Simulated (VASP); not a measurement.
Level of theory: LDA (Ceperley-Alder, Perdew-Zunger), VASP's LDA PAW potentials (set 64) (plane waves; VASP).

The input files of a VASP run:

### KPOINTS
```
Automatic mesh
0
Gamma
9 9 8
0 0 0
```

**INCAR**
```
EDIFFG = -0.02   ! ionic stop
SYSTEM = SnO
LMAXMIX = 4   ! l cut-off of mixed one-centre charges
ISMEAR = 1   ! Methfessel-Paxton
SIGMA = 0.1
EDIFF = 1E-6   ! SCF stop (eV)
LCHARG = .FALSE.
PSTRESS = 200
ALGO = Normal   ! blocked Davidson
LASPH = .TRUE.   ! aspherical one-centre terms
ENCUT = 620   ! plane-wave cut-off (eV)
IBRION = 2
ISIF = 3   ! ions, shape and volume
LREAL = .FALSE.
NELM = 100   ! most electronic steps
NSW = 40   ! most ionic steps
PREC = Accurate
LWAVE = .FALSE.
```

**POSCAR**
```
SnO
1
    3.5799076833     0.0000000000     0.0000000000
    0.0000000000     3.5799076833    -0.0000000000
    0.0000000000    -0.0000000000     4.1101306563
Sn O
2 2
Direct
  0.5000000000   1.0000000000   0.7159384929
  0.0000000000   0.5000000000   0.2840615071
  0.5000000000   0.5000000000   0.0000000000
  0.0000000000   1.0000000000   0.0000000000
```

POTCAR, in this order: Sn_d O (LDA.64 set). Program: vasp_std.

The run wrote:

File OSZICAR:
```
       N       E                     dE             d eps       ncg     rms          rms(c)
DAV:   1     0.417808940789E+03    0.41781E+03   -0.23206E+04  3704   0.313E+03
DAV:   2     0.261478926985E+02   -0.39166E+03   -0.38533E+03  3800   0.640E+02
DAV:   3    -0.265495521211E+02   -0.52697E+02   -0.52153E+02  4352   0.200E+02
DAV:   4    -0.284288946596E+02   -0.18793E+01   -0.18764E+01  4064   0.406E+01
DAV:   5    -0.284750041431E+02   -0.46109E-01   -0.46105E-01  4616   0.666E+00    0.117E+01
DAV:   6    -0.251226771383E+02    0.33523E+01   -0.17860E+01  6008   0.517E+01    0.484E+00
DAV:   7    -0.251452978880E+02   -0.22621E-01   -0.16539E+00  3640   0.910E+00    0.253E+00
DAV:   8    -0.251163621911E+02    0.28936E-01   -0.39951E-01  5552   0.548E+00    0.869E-01
DAV:   9    -0.250980136730E+02    0.18349E-01   -0.11453E-01  5752   0.430E+00    0.198E-01
DAV:  10    -0.250986252306E+02   -0.61156E-03   -0.11470E-02  5440   0.116E+00    0.118E-01
DAV:  11    -0.250983173592E+02    0.30787E-03   -0.17522E-03  5656   0.534E-01    0.237E-02
DAV:  12    -0.250983445717E+02   -0.27212E-04   -0.33661E-04  4488   0.123E-01    0.245E-02
DAV:  13    -0.250983390801E+02    0.54916E-05   -0.33682E-05  5256   0.757E-02    0.387E-03
DAV:  14    -0.250983393877E+02   -0.30766E-06   -0.20196E-06  3000   0.177E-02
   1 F= -.18522992E+02 E0= -.18522995E+02  d E =-.185230E+02
       N       E                     dE             d eps       ncg     rms          rms(c)
DAV:   1    -0.251237006606E+02   -0.25362E-01   -0.15389E-01  4600   0.579E+00    0.434E-01
DAV:   2    -0.251205427707E+02    0.31579E-02   -0.13163E-02  5264   0.163E+00    0.186E-01
DAV:   3    -0.251196238294E+02    0.91894E-03   -0.15667E-03  4864   0.991E-01    0.626E-02
DAV:   4    -0.251195271860E+02    0.96643E-04   -0.38194E-04  5536   0.304E-01    0.163E-02
DAV:   5    -0.251195237923E+02    0.33937E-05   -0.77585E-05  5272   0.121E-01    0.589E-03
DAV:   6    -0.251195234766E+02    0.31572E-06   -0.29164E-06  2968   0.281E-02
   2 F= -.18523390E+02 E0= -.18523351E+02  d E =-.398375E-03
       N       E                     dE             d eps       ncg     rms          rms(c)
DAV:   1    -0.251184572781E+02    0.10665E-02   -0.40657E-04  4632   0.300E-01    0.222E-02
DAV:   2    -0.251184491207E+02    0.81574E-05   -0.35553E-05  5400   0.876E-02    0.982E-03
DAV:   3    -0.251184465077E+02    0.26129E-05   -0.39929E-06  3472   0.528E-02    0.319E-03
DAV:   4    -0.251184462503E+02    0.25744E-06   -0.93400E-07  2288   0.155E-02
   3 F= -.18523392E+02 E0= -.18523354E+02  d E =-.399609E-03
       N       E                     dE             d eps       ncg     rms          rms(c)
DAV:   1    -0.251096886560E+02    0.87579E-02   -0.60993E-02  5408   0.307E+00    0.240E-01
DAV:   2    -0.251087092740E+02    0.97938E-03   -0.39457E-03  5312   0.748E-01    0.106E-01
DAV:   3    -0.251084581522E+02    0.25112E-03   -0.36092E-04  4616   0.437E-01    0.433E-02
DAV:   4    -0.251084141552E+02    0.43997E-04   -0.12973E-04  5416   0.188E-01    0.837E-03
DAV:   5    -0.251084142695E+02   -0.11429E-06   -0.32725E-05  5376   0.850E-02    0.428E-03
DAV:   6    -0.251084139043E+02    0.36524E-06   -0.14905E-06  2104   0.191E-02
   4 F= -.18523416E+02 E0= -.18523367E+02  d E =-.239078E-04
       N       E                     dE             d eps       ncg     rms          rms(c)
DAV:   1    -0.251132174302E+02   -0.48032E-02   -0.12193E-02  5432   0.138E+00    0.107E-01
DAV:   2    -0.251130242116E+02    0.19322E-03   -0.77704E-04  5248   0.333E-01    0.473E-02
DAV:   3    -0.251129739860E+02    0.50226E-04   -0.71276E-05  4624   0.194E-01    0.193E-02
DAV:   4    -0.251129652589E+02    0.87271E-05   -0.25472E-05  5456   0.828E-02    0.373E-03
DAV:   5    -0.251129652386E+02    0.20283E-07   -0.59820E-06  3856   0.366E-02
   5 F= -.18523473E+02 E0= -.18523429E+02  d E =-.813593E-04
```

**OUTCAR**
```
------------------------ aborting loop because EDIFF is reached ----------------------------------------
  FORCE on cell =-STRESS in cart. coord.  units (eV):
  Direction    XX          YY          ZZ          XY          YZ          ZX
  --------------------------------------------------------------------------------------
  Total        6.6030850      6.6030850      6.5669631      0.0000000      0.0000000      0.0000000
  in kB      200.4125592    200.4125592    199.3162113      0.0000000      0.0000000      0.0000000
  external PRESSURE =       0.0471099 kB  Pullay stress =     200.0000000 kB
  volume of cell :       52.79
      direct lattice vectors                 reciprocal lattice vectors
     3.587158414  0.000000000  0.000000000     0.278772188  0.000000000  0.000000000
     0.000000000  3.587158414 -0.000000000     0.000000000  0.278772188  0.000000000
     0.000000000  0.000000000  4.102337820     0.000000000  0.000000000  0.243763445
 POSITION                                       TOTAL-FORCE (eV/Angst)
 -----------------------------------------------------------------------------------
      1.79358      0.00000      2.93918        -0.000000      0.000000     -0.017933
      0.00000      1.79358      1.16316         0.000000      0.000000      0.017933
      1.79358      1.79358      4.10234         0.000000     -0.000000      0.000000
      0.00000      0.00000      0.00000        -0.000000      0.000000      0.000000
 -----------------------------------------------------------------------------------
    total drift:                                0.000000      0.000000      0.000000
  FREE ENERGIE OF THE ION-ELECTRON SYSTEM (eV)
  ---------------------------------------------------
  free  energy   TOTEN  =       -25.1129652386 eV

  energy  without entropy=      -25.1128335995  energy(sigma->0) =      -25.11292136
  enthalpy is  TOTEN    =       -18.5234730652 eV   P V=        6.5894921734

 reached required accuracy - stopping structural energy minimisation
```
(Selected blocks of OUTCAR.)

### CONTCAR
```
SnO
   1.00000000000000
     3.5871584140595014    0.0000000000000000    0.0000000000000000
     0.0000000000000000    3.5871584140595014   -0.0000000000000000
     0.0000000000000000    0.0000000000000000    4.1023378203141609
  Sn              O
     2     2
Direct
     0.5000000000000000    0.0000000000000000    0.7164642361136568
     0.0000000000000000    0.5000000000000000    0.2835357638863432
     0.5000000000000000    0.5000000000000000    1.0000000000000000
     0.0000000000000000    0.0000000000000000    0.0000000000000000
```

The compound is SnO in the litharge structure. This run relaxes it under an external pressure of 20 GPa. Symmetry was kept, so distortions that lower it aren't found.
